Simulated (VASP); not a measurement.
```yaml
crystal:
  lattice:
    - [0.00000, 2.43383, 2.43383]
    - [2.43383, 0.00000, 2.43383]
    - [2.43383, 2.43383, 0.00000]
  atoms:
    - { symbol: Y, position: [0.00000, 0.00000, 0.00000] }
    - { symbol: N, position: [0.50000, 0.50000, 0.50000] }
```

Method: PBE GGA with D3 dispersion (Becke-Johnson damping), VASP's PBE PAW potentials (set 64) (plane waves; VASP 6.6.1). Numerical set-up: 520 eV cut-off, Gaussian smearing of 0.050 eV, potentials Y_sv N.

Give the energies of bands 6 to 11 at the high-symmetry points, in eV from the valence-band maximum.

```csv
band,Γ,X,U,L,W
6,0.00,-1.47,-2.20,-4.12,-2.18
7,0.00,-0.38,-1.57,-2.28,-1.53
8,0.00,-0.38,-1.32,-2.28,-1.53
9,3.16,0.17,2.47,5.77,4.04
10,3.16,6.93,6.33,6.45,4.04
11,3.16,7.36,7.13,6.45,7.42
```

The gap is indirect, 0.17 eV, from the valence maximum at Γ to the conduction minimum at X.

The compound is YN in the rock salt structure. It was relaxed first.
